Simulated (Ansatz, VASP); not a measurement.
# AgBi2: VASP beside Ansatz, part 2 of 2

One calculation is typed for both programs; each brings its own data sets. How far apart do they land? The cell is generated by rule, not measured, and may not be a known phase. The cell is taken from a series of runs on this material, whose earlier steps may have relaxed, scaled, displaced or heated it; both programs get it as it stands.

VASP 6.6.1 and Ansatz 0.2.0.

So far: The structure; VASP: relaxation of cell and atoms, PBEsol; Ansatz: relaxation of cell and atoms, PBEsol; Differences.

### Step 5. VASP: zone-centre phonons, PBEsol

Level of this step: PBEsol; plane waves and PAW (Bi_d, Ag); invented cell (VASP).

Second derivatives magnify differences that forces hide, and they need a tight electronic threshold.

Contents of INCAR:

```
SYSTEM = AgBi2
PREC = Accurate
ENCUT = 500
EDIFF = 1E-08
NELM = 120
ISMEAR = 1
SIGMA = 0.15
LREAL = .FALSE.
ALGO = Normal
GGA = PS
NBANDS = 26
LASPH = .TRUE.
LORBIT = 11
LWAVE = .FALSE.
LCHARG = .FALSE.
ISIF = 2
IBRION = 8
GGA_COMPAT = .FALSE.
KPAR = 2
```

Contents of POSCAR:

```
AgBi2
1.0
    0.0000000000      3.4825628556      3.4825628556
    3.4825628556      0.0000000000      3.4825628556
    3.4825628556      3.4825628556      0.0000000000
Bi Ag
2 1
Direct
    0.2500000000      0.2500000000      0.2500000000
    0.7500000000      0.7500000000      0.7500000000
    0.0000000000      0.0000000000      0.0000000000
```

Contents of KPOINTS:

```
Automatic mesh
0
Gamma
10 10 10
0 0 0
```

The projector-augmented-wave data sets are Bi_d and Ag (PBE family, release 64).

Command:

```sh
$ mpirun -np 2 vasp_std
```

Numbers of over 12 decimals in the logs are rounded to 6 here.

Output:

```text
[banner, memory and clock lines left out]
running    2 mpi-ranks, on    1 nodes
[...]
[... a notice as in an earlier step ...]

 LDA part: xc-table for (Slater+PW92), standard interpolation
 POSCAR, INCAR and KPOINTS ok, starting setup
[...]
entering main loop
       N       E                     dE             d eps       ncg     rms          rms(c)
DAV:   1     0.412643695724E+03    0.41264E+03   -0.20805E+04  2452   0.179E+03
DAV:   2     0.239546105955E+02   -0.38869E+03   -0.38177E+03  2462   0.477E+02
DAV:   3    -0.109813028314E+02   -0.34936E+02   -0.34491E+02  2986   0.157E+02
DAV:   4    -0.122054727328E+02   -0.12242E+01   -0.12198E+01  2810   0.303E+01
[...]
DAV:  14    -0.117849296311E+02    0.85475E-07   -0.18953E-07  2216   0.295E-03    0.533E-04
DAV:  15    -0.117849296208E+02    0.10243E-07   -0.10234E-08  1762   0.804E-04    0.362E-04
DAV:  16    -0.117849296244E+02   -0.36171E-08   -0.61023E-09  1384   0.771E-04
   1 F= -.11784930E+02 E0= -.11783493E+02  d E =-.430936E-02
[...]
RMM:  14    -0.339565921378E+00    0.33916E-07    0.49955E-09 17434   0.111E-04    0.615E-07
RMM:  15    -0.339565911368E+00    0.10011E-07    0.21306E-08 15590   0.100E-04    0.291E-07
RMM:  16    -0.339565906931E+00    0.44366E-08    0.26109E-08 14510   0.954E-05    0.243E-07
 first order change of Fermi-energy   0.21923E-04
 force on displaced ion       1 direction 1 :  -2.890   0.000   0.000
 Linear response progress:
  Degree of freedom:   2/  2
       N       E                     dE             d eps       ncg     rms          rms(c)
RMM:   1    -0.304402720147E+00   -0.30440E+00   -0.22786E-01  8761   0.235E+00
RMM:   2    -0.301922643176E+00    0.24801E-02   -0.18915E-02  8346   0.638E-01    0.681E-02
RMM:   3    -0.301717625962E+00    0.20502E-03   -0.67596E-04  9574   0.135E-01    0.416E-02
RMM:   4    -0.301700483026E+00    0.17143E-04   -0.27533E-04  8939   0.730E-02    0.898E-03
[...]
RMM:  11    -0.301668871771E+00   -0.15842E-06   -0.64497E-09 10456   0.661E-05    0.400E-06
RMM:  12    -0.301668857519E+00    0.14252E-07   -0.11527E-08 10775   0.476E-05    0.178E-06
RMM:  13    -0.301668852658E+00    0.48610E-08   -0.24362E-08  9170   0.410E-05    0.481E-07
 first order change of Fermi-energy  -0.93426E-04
 force on displaced ion       3 direction 1 :  -3.311   0.000   0.000
 Linear response finished
```

OUTCAR, selected parts (step 5):

```text
  Total       -0.0320312     -0.0320312     -0.0320312      0.0000000      0.0000000      0.0000000
  in kB       -0.6075148     -0.6075148     -0.6075148      0.0000000      0.0000000      0.0000000
  external PRESSURE =      -0.6075148 kB  Pullay stress =       0.0000000 kB

 POSITION                                       TOTAL-FORCE (eV/Angst)
 -----------------------------------------------------------------------------------
      1.74128      1.74128      1.74128        -0.000000      0.000000      0.000000
      5.22384      5.22384      5.22384         0.000000     -0.000000      0.000000
      0.00000      0.00000      0.00000        -0.000000     -0.000000     -0.000000
 -----------------------------------------------------------------------------------
    total drift:                                0.000000      0.000000      0.000000

[... 1 part as in an earlier step ...]

[... 1 further part left out ...]
```

### Step 6. Ansatz: zone-centre phonons, PBEsol

The same cell, functional, mesh and smearing now go to Ansatz, which takes its cutoff from its data sets.

The cell is taken from a series of runs on this material, whose earlier steps may have relaxed, scaled, displaced or heated it; both programs get it as it stands.

Contents of input.yaml:

```yaml
crystal:
  lattice:
    - [0.0, 3.4825628556, 3.4825628556]
    - [3.4825628556, 0.0, 3.4825628556]
    - [3.4825628556, 3.4825628556, 0.0]
  atoms:
    - { symbol: Bi, position: [0.25, 0.25, 0.25] }
    - { symbol: Bi, position: [0.75, 0.75, 0.75] }
    - { symbol: Ag, position: [0.0, 0.0, 0.0] }
kpoints:
  mp_grid: { grid: [10, 10, 10] }
hamiltonian:
  xc: pbesol
scf:
  occupations: { method: methfessel_paxton, width: 0.15 }
output:
  eigenvalues: true
phonons:
  method: dfpt
```

Command:

```sh
$ ansatz run input.yaml --threads 8 --pin off --max-ram 14336MiB --backend cpu --events-out ev --progress --plain --runs-dir out
```

Output:

```text
zone centre: on kpoints.mp_grid the ground state, and the responses unless they are solved on pairs of k-points, stand on 102 of the mesh's 1000 k-points, reduced under 8 symmetry operations, with k and −k counted as one. Each operation leaves every solved displacement unchanged or reverses it
[...]
Crystal: 3 atoms, lattice volume = 84.475 Å³
[...]
k mesh reduced under 8 symmetry operations, with k and −k counted as one. Each operation leaves every solved displacement unchanged or reverses it
  ASR residual: 2.470e-5 → 0.000e0 eV/Å²; symmetrization residual: 1.098e-4 eV/Å²
  ASR residual per site (eV/Å²): 9.43e-6 9.43e-6 2.47e-5
  Γ frequencies (cm⁻¹): 0.00 0.00 0.00 72.73 72.73 72.73 102.32 102.32 102.32
  non-analytic LO–TO correction: not included (Born effective charges unavailable; polar crystals: no LO–TO splitting at Γ)
[key lines of the parts left out:]
SCF converged after 8 iterations
Free energy (F): -32006.119330 eV
Fermi energy:    11.900272 eV
```

### Step 7. Side by side

What differs besides the data sets and the points named for the pairs above, as far as they apply: the data sets hold 49 valence electrons in Ansatz (on its default PAW (the set named soft_2) files) and 41 in VASP. Total energies have different zeros and are not compared.

Compared:

| quantity | Ansatz | VASP | difference |
| --- | --- | --- | --- |
| optical mode 1 to 3 (cm⁻¹) | 72.7 | 73.1 | -0.54 % |
| optical mode 4 to 6 (cm⁻¹) | 102.3 | 102.6 | -0.25 % |

Modes are paired by rising frequency, not by their patterns, so a pair may set unlike modes beside each other; they are those without the splitting of longitudinal modes.

### Step 8. Outcome

```json
{
  "difference in volume (relaxation of cell and atoms, PBEsol)": "0.12 %",
  "r.m.s. difference of the optical zone-centre modes, each program's sorted by frequency (zone-centre phonons, PBEsol)": "0.33 cm⁻¹",
  "difference in optical mode 1 to 3 (zone-centre phonons, PBEsol)": "-0.5 %"
}
```

What this shows: The difference in volume is 0.12 % (relaxation of cell and atoms, PBEsol), within the 1.2 % picked in this series as the mark of a large difference, as far as the stopping tolerances let one tell. The data sets hold unlike numbers of valence electrons (49 in Ansatz and 41 in VASP), so part of the differences comes from the potentials. Among the rows given in per cent, the largest difference of the zone-centre phonons, PBEsol pair is in optical mode 1 to 3, -0.5 %. 1 further run of this series is not shown here. Such differences can come from data sets, numerical settings and the points named under the comparisons, not from the functional's error against experiment.

[Lines on the potential files, build, host, timing and source positions are cut from VASP's logs without a mark.]

[Logs are printed without paths, hosts, clocks, repeated set-up lines and the standing remarks that a program may print on its own settings, such as how far it seeks lower states.]

[Hosts, paths, dates, database ids (printed as entryN), source tags and the programs' standing remarks are cut or masked in the printed files.]
